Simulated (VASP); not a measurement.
```
CELL_PARAMETERS angstrom
      4.64797     0.00000     0.00000
      0.00000     4.64797     0.00000
      0.00000     0.00000     4.64797
ATOMIC_POSITIONS crystal
  Tl 0.00000 0.50000 0.50000
  Tl 0.50000 0.00000 0.50000
  Tl 0.50000 0.50000 0.00000
  Ag 0.00000 0.00000 0.00000
```

Method: PBEsol GGA, VASP's PBE PAW potentials (set 64) (plane waves; VASP 6.6.1). Settings: 400 eV cut-off, Gaussian smearing of 0.050 eV, potentials Tl_d Ag.

Unless said otherwise, spin-orbit coupling is left out, though it shifts the bands of the heavy elements here.

What does the run give for the band gap (along the path) with the smallest direct gap where there is one?

The band gap (along the path) is none (metal, semimetal or under 0.01 eV).

Only differences to runs with the same potentials and settings are physical.

The structure comes from a computed database's Tl3Ag entry (Pm-3m); how it stands against other phases isn't given here. It was relaxed first, which changed the volume by -10 %.
